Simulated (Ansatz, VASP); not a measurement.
**Two plane-wave programs on YTl**

Contents of INCAR:

```
PREC = Accurate
ENCUT = 520
EDIFF = 1E-6
ISMEAR = 0
SIGMA = 0.15
LREAL = F
LASPH = T
NELM = 100
ALGO = Fast
ISIF = 2
LWAVE = F
LCHARG = F
GGA = CA
NBANDS = 19
```

KPOINTS

```
regular mesh
0
Gamma
  14 14 14
```

POSCAR

```
YTl
1.0
    3.7510000000      0.0000000000      0.0000000000
    0.0000000000      3.7510000000      0.0000000000
    0.0000000000      0.0000000000      3.7510000000
Y Tl
1 1
Direct
    0.5000000000      0.5000000000      0.5000000000
    0.0000000000      0.0000000000      0.0000000000
```

Input for Ansatz:

```yaml
crystal:
  lattice:
    - [3.751, 0.0, 0.0]
    - [0.0, 3.751, 0.0]
    - [0.0, 0.0, 3.751]
  atoms:
    - { symbol: "Y", position: [0.5, 0.5, 0.5] }
    - { symbol: Tl, position: [0.0, 0.0, 0.0] }
basis:
  ecutwfc: 420
kpoints:
  mp_grid: { grid: [14, 14, 14] }
hamiltonian:
  xc: lda
scf:
  occupations: { method: gaussian, width: 0.15 }
output:
  forces: true
  stress: true
  eigenvalues: true
```

Alike in both runs: task single point; functional LDA; k mesh 14 × 14 × 14; occupations gaussian, width 0.15 eV; no spin polarisation.

```csv
,VASP,Ansatz
version,VASP 6.6.1,Ansatz 0.2.0
potentials or method,"VASP PAW LDA potentials, release 64 (Y_sv, Tl_d)","scalar-relativistic, plane waves, PAW"
plane-wave cutoff (eV),520,420
valence electrons in the cell,24,24
```

VASP gave:

| Item | Value |
| --- | --- |
| gap on the k mesh at the Fermi level (eV) | none |
| pressure (GPa) | -2.9 |

Q: What did Ansatz give for the same quantities?

A: gap on the k mesh at the Fermi level (eV): none; pressure (GPa): -3.0.

A gap of «none» marks a metal or a gap that the smearing closes.

Spin-orbit coupling is left out, which matters for the levels of Tl.
